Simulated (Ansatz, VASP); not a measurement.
## ZrC in two plane-wave programs

One calculation is typed for both programs; each brings its own data sets. How far apart do they land? The cell is generated by rule, not measured, and may not be a known phase. The cell is taken from a series of runs on this material, whose earlier steps may have relaxed, scaled, displaced or heated it; both programs get it as it stands.

Calculated with Ansatz 0.2.0; plane waves, with VASP 6.6.1 beside it; single point at LDA.

The structure was built from a prototype and need not be the compound's stable phase.

## (1) Starting point

Symmetry: Pmma, No. 51, orthorhombic system. Conventional cell: a = 8.119 Å, b = 4.060 Å, c = 2.871 Å, α = 90.00°, β = 90.00°, γ = 90.00°. Nearest to Zr lie 6 C at 2.29 to 2.62 Å. Nearest to Zr lie 6 C at 2.19 to 2.49 Å. Nearest to C lie 8 Zr at 2.36 to 2.62 Å. Nearest to C lie 4 Zr at 2.19 to 2.29 Å. Farther neighbours are not listed.

## (2) Ansatz: single point, LDA

Ansatz runs on its default PAW (the set named soft_2) files.

With cell and atoms fixed, the geometry can't cause a difference; cores, projectors, grids and the points listed under the comparison can.

Input file input.yaml:

```yaml
crystal:
  lattice:
    - [2.8705367897, 0.0, 0.0]
    - [0.0, 2.8705367897, -2.8705367897]
    - [0.0, 5.7410735793, 5.7410735793]
  atoms:
    - { symbol: Zr, position: [-0.0780649999, 1.0, 0.0] }
    - { symbol: Zr, position: [0.0, 0.5, 0.25] }
    - { symbol: Zr, position: [0.0780649999, 0.0, 0.5] }
    - { symbol: Zr, position: [0.0, 0.5, 0.75] }
    - { symbol: C, position: [0.5, 0.0, 0.25] }
    - { symbol: C, position: [0.7090201394, 0.5, 0.5] }
    - { symbol: C, position: [0.5, 0.0, 0.75] }
    - { symbol: C, position: [0.2909798606, 0.5, 0.0] }
kpoints:
  mp_grid: { grid: [12, 8, 4] }
hamiltonian:
  xc: lda
scf:
  occupations: { method: methfessel_paxton, width: 0.15 }
output:
  forces: true
  stress: true
  eigenvalues: true
```

Started as:

```bash
$ ansatz run input.yaml --threads 4 --pin off --max-ram 7168MiB --backend cpu --events-out ev --progress --plain --runs-dir out
```

Numbers of over 12 decimals in the logs are rounded to 6 here.

The log of the run:

```text
Engine: ansatz 0.2.0, aarch64-unknown-linux-gnu
Pseudopotentials: kind: paw
Pseudopotential: Zr, paw, valence charge 12, recommended cutoff 420 eV (normal), Zr.paw.azcp
Pseudopotential: C, paw, valence charge 4, recommended cutoff 420 eV (normal), C.paw.azcp
Functional definition: SPW92
  exchange = slater_x
  correlation = pw_c
Crystal: 8 atoms, lattice volume = 94.613 Å³
Basis set: ecut = 420 eV, 1847 PW (Γ)
Bands: 40, of which v1, the nominal top of the filled ones, is band 32 counted from 1 (31 counted from 0)
Symmetry: 8 space group operations
Space group: Pmma (ITA 51), of the structure as read, at distance tolerance 4.6e-5 Å
k-points: 105 of 384
Non-local potential: Zr, projectors of the file, l = 0: 3, l = 1: 2, l = 2: 2, l = 3: 2
Non-local potential: C, projectors of the file, l = 0: 2, l = 1: 2, l = 2: 1
PAW form: soft (Blöchl's): semilocal exchange-correlation on the pseudo side does not see the compensation charge
PAW frozen core: Zr, regenerated for the run's functional, and the local potential with it (the file was generated under x = pbe(κ = 0.804, μ = 0.219515), c = pbe(β = 0.066725))
PAW frozen core: C, regenerated for the run's functional, and the local potential with it (the file was generated under x = pbe(κ = 0.804, μ = 0.219515), c = pbe(β = 0.066725))
PAW one-centre angular grid: Zr, 590 points (default); XC on 64 Gauss nodes
PAW one-centre angular grid: C, 110 points (default); XC on 64 Gauss nodes
Initial density: superposition of atomic densities (neutral atoms: chi_scale 0, normalization atom), corrected by the library's trained network
Initial wavefunctions: pseudopotential atomic-orbital guess
Functional: x = slater, c = lda
SCF iter   1: F=—  HF=-17280.329684 eV  |F-HF|=—  |Δ(HF+E_count)|=         —  Δρ=1.51e-2  dr2=3.15e-1  ethr=1.77e-3  ⟨swp⟩=4.4  Hψ=16203  notcnv=0
preconditioner: auto → Kerker (q_TF=auto, 2.556 Å⁻¹)  [metal: Δε(μ)=0.018 eV  Ē_g=15.998 eV  σ=0.150 eV  W_gap=0.10  n_scr=22 (ndim 8)  ℏωp=28.6 eV  f_vac=0.000  D(μ)=3.74/eV (n_scr^D=22)]
SCF iter   2: F=—  HF=-17280.275130 eV  |F-HF|=—  |Δ(HF+E_count)|=   5.46e-2  S|Δr|=    0.00e0  Δρ=5.21e-3  dr2=1.44e-2  ethr=4.92e-4  ⟨swp⟩=2.0  Hψ=6065  notcnv=0  defer=1
SCF iter   3: F=—  HF=-17280.272927 eV  |F-HF|=—  |Δ(HF+E_count)|=   2.20e-3  S|Δr|=    0.00e0  Δρ=2.75e-3  dr2=4.61e-3  ethr=2.25e-5  ⟨swp⟩=1.7  Hψ=4315  notcnv=0  defer=1
SCF iter   4: F=—  HF=-17280.271950 eV  |F-HF|=—  |Δ(HF+E_count)|=   9.77e-4  S|Δr|=    0.00e0  Δρ=4.39e-4  dr2=2.91e-4  ethr=7.20e-6  ⟨swp⟩=2.4  Hψ=5563  notcnv=0  defer=1
SCF iter   5: F=—  HF=-17280.271903 eV  |F-HF|=—  |Δ(HF+E_count)|=   4.72e-5  S|Δr|=    0.00e0  Δρ=1.80e-4  dr2=2.37e-5  ethr=4.54e-7  ⟨swp⟩=2.0  Hψ=5505  notcnv=0  defer=1
SCF iter   6: F=—  HF=-17280.271899 eV  |F-HF|=—  |Δ(HF+E_count)|=   4.50e-6  S|Δr|=    0.00e0  Δρ=3.73e-5  dr2=2.15e-6  ethr=3.71e-8  ⟨swp⟩=2.0  Hψ=5501  notcnv=0  defer=1
SCF iter   7: F=-17280.271898 eV  HF=-17280.271898 eV  |F-HF|=2.68e-8  |Δ(HF+E_count)|=   4.35e-7  S|Δr|=    0.00e0  Δρ=7.59e-6  dr2=5.75e-8  ethr=1.56e-10  ⟨swp⟩=7.8  Hψ=18505  notcnv=0
SCF 1 converged in 7 iterations: F = -17280.271898 eV  dr2 = 5.75e-8
  greatest PAW one-centre occupation: 0.998 electrons in one spin orbital (limit 2), on the Zr atom at site 3 (counted from 0), in its partial waves of l = 0
SCF converged after 7 iterations
Stability not checked: this state was not tested for a lower state beside it, because cold or Methfessel-Paxton smearing, or corrected tetrahedra, fill the levels in a way that the test cannot read (fill_not_monotonic; see scf.lower_state_search)
Free energy (F): -17280.271898 eV
Harris-Foulkes:  -17280.271898 eV  (|F-HF|=2.68e-8)
Internal energy: -17280.271038 eV  (E = F + TS)
E sigma→0 (E₀):  -17280.271683 eV
Entropy (-TS):   -0.000860 eV (-0.108 meV/atom)
Fermi energy:    16.619925 eV
--- Per-component energies (eV) ---
  E_band       = -91.937861
  E_kinetic    = 1709.473274
  E_local      = -2191.495400  (includes V_loc(G=0)·N_el)
  E_nonlocal   = 446.155017
  E_hartree    = 659.243250
  E_xc         = -843.706658
  E_vxc        = -1014.064759  (∫ρ·V_xc dr)
  E_paw        = -11760.911266  (= ΣΔE_a)
  E_vpaw       = -360.491369  (= ΣTr[D̂ρ^β])
  E_aug_tail   = 0.000117  (compensation charges beyond the density's cutoff)
  E_ewald      = -5300.762305
  E_core_change = 1.732934  (= ΣΔE_core)
  E_smearing   = -0.000860  (= −TS)
  E_closure    = 0.000000  (closes the sum)
  Σ components = -17280.271898   (vs F -17280.271898, Δ=0.00e0)
--- Forces (eV/Å), atoms counted from 1 ---
  atom   1  Zr    -1.87957728    -0.00000000    -0.00000000
  atom   2  Zr     0.00000000     0.00000000     0.00000000
  atom   3  Zr     1.87957728     0.00000000     0.00000000
  atom   4  Zr     0.00000000     0.00000000     0.00000000
  atom   5  C     -0.00000000     0.00000000     0.00000000
  atom   6  C     -0.33076277    -0.00000000     0.00000000
  atom   7  C      0.00000000     0.00000000     0.00000000
  atom   8  C      0.33076277     0.00000000    -0.00000000
  max |Σ_I F_I| component: 2.22e-16 eV/Å
--- Stress (GPa, compression-positive) ---
        1.446466       0.000000      -0.000000
        0.000000      14.311446       3.109334
       -0.000000       3.109334      14.311446
  P = ⅓ Tr σ = 10.0231 GPa (100.231 kbar)
--- Band table (eV; the first three rows and the last of 105) ---
  k-point 0: bands = [... 28 lower, 15.6774, 15.7855, 16.1029, 16.6146, 17.0015, 17.9031, 18.0485, 18.6828, ... 4 higher]
  k-point 1: bands = [... 28 lower, 15.3328, 16.0631, 16.3637, 16.5182, 17.2252, 17.5166, 17.9627, 18.6601, ... 4 higher]
  k-point 2: bands = [... 28 lower, 15.5681, 15.5681, 16.4258, 16.4258, 17.6232, 17.6232, 17.8315, 17.8315, ... 4 higher]
  k-point 104: bands = [... 28 lower, 15.1441, 15.1441, 16.1683, 16.1683, 17.5775, 17.5775, 18.7631, 18.7631, ... 4 higher]
```

The run ends at a pressure of 10.02 GPa, with forces up to 1.9 eV/Å.

## (3) VASP: single point, LDA

The same cell, functional (in two slightly different forms), mesh and smearing now go to VASP, with its own data sets.

Lines of VASP's logs that name or quote its potential files are left out, and so is its time.

Input file INCAR:

```
SYSTEM = ZrC
PREC = Accurate
ENCUT = 600
EDIFF = 1E-06
NELM = 120
ISMEAR = 1
SIGMA = 0.15
LREAL = .FALSE.
ALGO = Normal
GGA = PW92
NBANDS = 40
LASPH = .TRUE.
LORBIT = 11
LWAVE = .FALSE.
LCHARG = .FALSE.
ISIF = 2
GGA_COMPAT = .FALSE.
KPAR = 2
```

Input file POSCAR:

```
ZrC
1.0
    2.8705367897      0.0000000000      0.0000000000
    0.0000000000      2.8705367897     -2.8705367897
    0.0000000000      5.7410735793      5.7410735793
Zr C
4 4
Direct
    0.9219350001      0.0000000000      0.0000000000
    0.0000000000      0.5000000000      0.2500000000
    0.0780649999      0.0000000000      0.5000000000
    0.0000000000      0.5000000000      0.7500000000
    0.5000000000      0.0000000000      0.2500000000
    0.7090201394      0.5000000000      0.5000000000
    0.5000000000      0.0000000000      0.7500000000
    0.2909798606      0.5000000000      0.0000000000
```

Input file KPOINTS:

```
Automatic mesh
0
Gamma
12 8 4
0 0 0
```

PAW data sets: Zr_sv and C (LDA family, release 64).

Started as:

```bash
$ mpirun -np 2 vasp_std
```

The log of the run:

```text
[banner, memory and clock lines left out]
running    2 mpi-ranks, on    1 nodes
 distrk:  each k-point on    1 cores,    2 groups
 distr:  one band on    1 cores,    1 groups

 POSCAR found type information on POSCAR ZrC
 POSCAR found :  2 types and       8 ions
|                                                                             |
|               ----> ADVICE to this user running VASP <----                  |
|                                                                             |
|     You enforced a specific xc type in the INCAR file but a different       |
|     [... a line on the potential file left out ...]
|     I HOPE YOU KNOW WHAT YOU ARE DOING!                                     |
|                                                                             |

 LDA part: xc-table for (Slater(with rela. corr.)+PW92), standard interpolation
 POSCAR, INCAR and KPOINTS ok, starting setup
 FFT: planning ... GRIDC
 FFT: planning ... GRID_SOFT
 FFT: planning ... GRID
 WAVECAR not read
 entering main loop
       N       E                     dE             d eps       ncg     rms          rms(c)
DAV:   1     0.635752794771E+03    0.63575E+03   -0.36849E+04  8400   0.181E+03
DAV:   2    -0.249839112631E+02   -0.66074E+03   -0.63417E+03  9320   0.487E+02
DAV:   3    -0.865816691273E+02   -0.61598E+02   -0.59171E+02 13576   0.115E+02
DAV:   4    -0.897426676416E+02   -0.31610E+01   -0.31505E+01 12288   0.244E+01
DAV:   5    -0.898484942027E+02   -0.10583E+00   -0.10581E+00 12128   0.446E+00    0.433E+01
DAV:   6    -0.779298108007E+02    0.11919E+02   -0.10491E+02  9896   0.361E+01    0.194E+01
DAV:   7    -0.761796785432E+02    0.17501E+01   -0.15395E+01 10328   0.143E+01    0.139E+01
DAV:   8    -0.761189137278E+02    0.60765E-01   -0.10811E+00 11208   0.517E+00    0.246E+00
DAV:   9    -0.761068268972E+02    0.12087E-01   -0.16100E-01 10832   0.193E+00    0.114E+00
DAV:  10    -0.761059444283E+02    0.88247E-03   -0.14387E-02 11264   0.768E-01    0.806E-01
DAV:  11    -0.761060506739E+02   -0.10625E-03   -0.41988E-03 11504   0.415E-01    0.128E-01
DAV:  12    -0.761060080001E+02    0.42674E-04   -0.27152E-04 10592   0.109E-01    0.251E-02
DAV:  13    -0.761059982520E+02    0.97482E-05   -0.46392E-05 11888   0.382E-02    0.168E-02
DAV:  14    -0.761059968603E+02    0.13917E-05   -0.55915E-06  9480   0.156E-02    0.233E-03
DAV:  15    -0.761059968061E+02    0.54142E-07   -0.40479E-07  6280   0.408E-03
   1 F= -.76105997E+02 E0= -.76105755E+02  d E =-.725507E-03
```

From OUTCAR (step 3):

```text
ion  position               nearest neighbor table
   1  0.922  0.000  0.000-   8 2.29   8 2.29   5 2.36   7 2.36   5 2.62   7 2.62   8 2.72   8 2.72
                             4 2.88   4 2.88   2 2.88   2 2.88
   2  0.000  0.500  0.250-   6 2.19   8 2.19   5 2.49   5 2.49   5 2.49   5 2.49   8 2.87   6 2.87
                             3 2.88   1 2.88   1 2.88   3 2.88
   3  0.078  0.000  0.500-   6 2.29   6 2.29   7 2.36   5 2.36   5 2.62   7 2.62   6 2.72   6 2.72
                             4 2.88   4 2.88   2 2.88   2 2.88
   4  0.000  0.500  0.750-   6 2.19   8 2.19   7 2.49   7 2.49   7 2.49   7 2.49   8 2.87   6 2.87
                             3 2.88   1 2.88   1 2.88   3 2.88
   5  0.500  0.000  0.250-   1 2.36   3 2.36   2 2.49   2 2.49   2 2.49   2 2.49   3 2.62   1 2.62

  LATTYP: Found a simple orthorhombic cell.
 ALAT       =     2.8705367897
 B/A-ratio  =     1.4142135624
 C/A-ratio  =     2.8284271247

 Subroutine GETGRP returns: Found  8 space group operations
 (whereof  4 operations were pure point group operations)

The static configuration has the point symmetry C_2v.
 The point group associated with its full space group is D_2h.

 Found    105 irreducible k-points:

   k-points           NKPTS =    105   k-points in BZ     NKDIM =    105   number of bands    NBANDS=     40

   dimension x,y,z NGX =    24 NGY =   32 NGZ =   70
   dimension x,y,z NGXF=    48 NGYF=   64 NGZF=  140

   ENCUT  =  600.0 eV  44.10 Ry    6.64 a.u.   5.73  8.11 16.22*2*pi/ulx,y,z

   NELECT =      64.0000    total number of electrons

 k-points in reciprocal lattice and weights: Automatic mesh
   0.00000000  0.00000000  0.00000000       0.003
   0.08333333  0.00000000  0.00000000       0.005
   0.16666667  0.00000000  0.00000000       0.005
   0.25000000  0.00000000  0.00000000       0.005
   0.33333333  0.00000000  0.00000000       0.005
   0.41666667  0.00000000  0.00000000       0.005
   0.50000000  0.00000000  0.00000000       0.003
   0.00000000  0.12500000  0.00000000       0.005
   0.08333333  0.12500000  0.00000000       0.010
[...]
0.41666667  0.50000000  0.50000000       0.005
   0.50000000  0.50000000  0.50000000       0.003

 average (electrostatic) potential at core
       1 -71.6333       2 -71.6531       3 -71.6333       4 -71.6531       5 -47.1543
       6 -47.3372       7 -47.1543       8 -47.3372

 E-fermi :  10.9719

 k-point     1 :       0.0000    0.0000    0.0000
  band No.  band energies     occupation
    ...
     28       9.1056      2.00000
     29      10.0244      2.00000
     30      10.1397      2.00000
     31      10.4533      2.00001
     32      10.9667      1.05882
     33      11.3538     -0.00188
     34      12.2579     -0.00000
     35      12.4022     -0.00000
     36      13.0329     -0.00000
     37      13.5380     -0.00000
    ...

 k-point     2 :       0.0833    0.0000    0.0000
  band No.  band energies     occupation
    ...
     28       8.9492      2.00000
     29      10.2149      2.00000
     30      10.3514      2.00000
     31      10.5422      2.00039
     32      10.8729      1.89016
     33      11.1307     -0.06039
     34      11.6800     -0.00000
     35      11.9786     -0.00000
     36      12.5226     -0.00000
     37      13.3176     -0.00000
    ...

 k-point     3 :       0.1667    0.0000    0.0000
  band No.  band energies     occupation
    ...
     28       9.1189      2.00000
     29       9.8384      2.00000
     30       9.9137      2.00000
     31      10.4788      2.00003
     32      10.6376      2.00713
     33      11.3874     -0.00064
     34      11.6032     -0.00000
     35      11.6789     -0.00000
     36      12.1311     -0.00000
     37      13.2633     -0.00000
    ...

  Total        0.9644410      8.6252586      8.6252586      0.0000000      1.8452219     -0.0000000
  in kB       16.3319066    146.0606954    146.0606954      0.0000000     31.2471090     -0.0000000
  external PRESSURE =     102.8177658 kB  Pullay stress =       0.0000000 kB

  energy-cutoff  :      600.00
  volume of cell :       94.61
      direct lattice vectors                 reciprocal lattice vectors
     2.870536790  0.000000000  0.000000000     0.348366899  0.000000000  0.000000000
     0.000000000  2.870536790 -2.870536790     0.000000000  0.174183450 -0.174183450
     0.000000000  5.741073579  5.741073579     0.000000000  0.087091725  0.087091725

 POSITION                                       TOTAL-FORCE (eV/Angst)
 -----------------------------------------------------------------------------------
      2.64645      0.00000      0.00000        -1.882977     -0.000000      0.000000
      0.00000      2.87054     -0.00000         0.000000      0.000000     -0.000000
      0.22409      2.87054      2.87054         1.882977     -0.000000      0.000000
      0.00000      5.74107      2.87054         0.000000      0.000000      0.000000
      1.43527      1.43527      1.43527         0.000000     -0.000000      0.000000
      2.03527      4.30581      1.43527        -0.352221     -0.000000      0.000000
      1.43527      4.30581      4.30581         0.000000     -0.000000      0.000000
      0.83527      1.43527     -1.43527         0.352221     -0.000000      0.000000
 -----------------------------------------------------------------------------------
    total drift:                                0.000000      0.000000      0.000000

  FREE ENERGIE OF THE ION-ELECTRON SYSTEM (eV)
  ---------------------------------------------------
  free  energy   TOTEN  =       -76.1059968061 eV

  energy  without entropy=      -76.1052712987  energy(sigma->0) =      -76.10575497

 total charge
# of ion       s       p       d       tot
------------------------------------------
    1        2.202   6.020   1.862  10.084
    2        2.212   6.027   1.871  10.110
    3        2.202   6.020   1.862  10.084
    4        2.212   6.027   1.871  10.110
    5        0.870   1.438   0.000   2.308
    6        0.901   1.460   0.000   2.361
    7        0.870   1.438   0.000   2.308
    8        0.901   1.460   0.000   2.361
--------------------------------------------------
tot         12.370  29.890   7.466  49.726

[... 3 further parts left out ...]
```

The run ends at a pressure of 10.28 GPa, with forces up to 1.9 eV/Å.

## (4) Differences

Known differences besides the potentials themselves: the cutoff is 420 eV in Ansatz and 600 eV in VASP; VASP's log shows a relativistic correction to its local exchange, Ansatz's none. Total energies have different zeros and are not compared.

The two programs side by side:

| quantity | Ansatz | VASP | difference |
| --- | --- | --- | --- |
| pressure (GPa) | 10.02 | 10.28 | -0.26 |

Forces (eV/Å; atoms numbered as in POSCAR):

| atom | Ansatz x, y, z | VASP x, y, z |
| --- | --- | --- |
| Zr1 | -1.880, 0.000, 0.000 | -1.883, 0.000, 0.000 |
| Zr2 | 0.000, 0.000, 0.000 | 0.000, 0.000, 0.000 |
| Zr3 | 1.880, 0.000, 0.000 | 1.883, 0.000, 0.000 |
| Zr4 | 0.000, 0.000, 0.000 | 0.000, 0.000, 0.000 |
| C5 | 0.000, 0.000, 0.000 | 0.000, 0.000, 0.000 |
| C6 | -0.331, 0.000, 0.000 | -0.352, 0.000, 0.000 |
| C7 | 0.000, 0.000, 0.000 | 0.000, 0.000, 0.000 |
| C8 | 0.331, 0.000, 0.000 | 0.352, 0.000, 0.000 |

The forces differ by 6.3 meV/Å r.m.s., which is 1.1 % of the r.m.s. force of 0.553 eV/Å (both taken over all components).

## (5) Outcome

```json
{"r.m.s. force difference (single point, LDA)": "1.1 % of the r.m.s. force"}
```

**Reading.** The r.m.s. force difference is 1.1 % of the r.m.s. force (single point, LDA), within the 3 % picked in this series as the mark of a large difference. How closely two codes agree says nothing of how well the functional describes the real material.

[Lines on the potential files, build, host, timing and source positions are cut from VASP's logs without a mark.]

[Logs are printed without paths, hosts, clocks, repeated set-up lines and the standing remarks that a program may print on its own settings, such as how far it seeks lower states.]

[Hosts, paths, dates, database ids (printed as entryN), source tags and the programs' standing remarks are cut or masked in the printed files.]
